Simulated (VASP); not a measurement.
Given:

```
CELL_PARAMETERS angstrom
      1.60046    -2.77208     0.00000
      1.60046     2.77208     0.00000
      0.00000     0.00000     5.26106
ATOMIC_POSITIONS crystal
  Hf 0.33333 0.66667 0.25000
  Hf 0.66667 0.33333 0.75000
```

Calculation: PBE GGA, VASP's PBE PAW potentials (set 64) (plane waves; VASP). Numerical set-up: 480 eV cut-off, 12×12×8 Γ-centred mesh, first-order Methfessel-Paxton smearing of 0.10 eV, potentials Hf_pv.

### Question
Give the stress tensor in GPa (positive for a compressed cell).

### Answer

```
-2.50   0.00   0.00
 0.00  -2.50   0.00
 0.00   0.00  -6.96
```
The pressure is its mean diagonal, -3.99 GPa.

The compound is Hf in the hcp structure. This cell was strained or had an atom moved on purpose.
